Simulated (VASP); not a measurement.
VASP input:

File POSCAR:
```
PbTe
1
    0.0000000000     3.3259051378     3.3259051378
    3.3259051378     0.0000000000     3.3259051378
    3.3259051378     3.3259051378     0.0000000000
Te Pb
1 1
Direct
  0.5000000000   0.5000000000   0.5000000000
  0.0000000000   0.0000000000   0.0000000000
```

**INCAR**
```
LASPH=.True.   # aspherical one-centre terms
LWAVE=.False.
GGA=RP   # RPBE
LMAXMIX=4
ISMEAR=-5   # tetrahedra, Bloechl
LREAL=.False.
LORBIT=11
ENCUT=520   # plane-wave cut-off (eV)
NELM=100   # most electronic steps
SYSTEM=PbTe
NEDOS=601   # DOS grid
ISIF=2
PREC=Accurate
LCHARG=.True.
EDIFF=1E-7
ALGO=Normal
```

KPOINTS:
```
Automatic mesh
0
G
  8 8 8
```

POTCAR, in this order: Te Pb_d (PBE.64 set). Program: vasp_std.

### Question
Translate this RPBE calculation to Quantum ESPRESSO's pw.x.

### Answer
One equivalent input (not run):
```
&CONTROL
  calculation = 'scf'
  pseudo_dir = './pseudo'
  outdir = './out'
  tprnfor = .true.
  tstress = .true.
/
&SYSTEM
  ibrav = 0
  nat = 2
  ntyp = 2
  ecutwfc = 82.3
  occupations = 'tetrahedra'
  input_dft = 'rpbe'
/
&ELECTRONS
  conv_thr = 7.3e-09
  electron_maxstep = 100
/
ATOMIC_SPECIES
  Te 127.600 Te.upf
  Pb 207.200 Pb.upf
CELL_PARAMETERS angstrom
     0.0000000    3.3259051    3.3259051
     3.3259051    0.0000000    3.3259051
     3.3259051    3.3259051    0.0000000
ATOMIC_POSITIONS crystal
  Te   0.5000000  0.5000000  0.5000000
  Pb   0.0000000  0.0000000  0.0000000
K_POINTS automatic
  8 8 8 0 0 0
```
The two are equivalent in intent, not identical: the potentials are each code's own (VASP's PAW set, PseudoDojo norm-conserving files in pw.x), so ENCUT and ecutwfc are chosen apart and not converted; conv_thr bounds pw.x's estimated SCF error, while EDIFF bounds the energy change between steps.

The compound is PbTe in the rock salt structure. It was relaxed first, which changed the volume by +9 %.
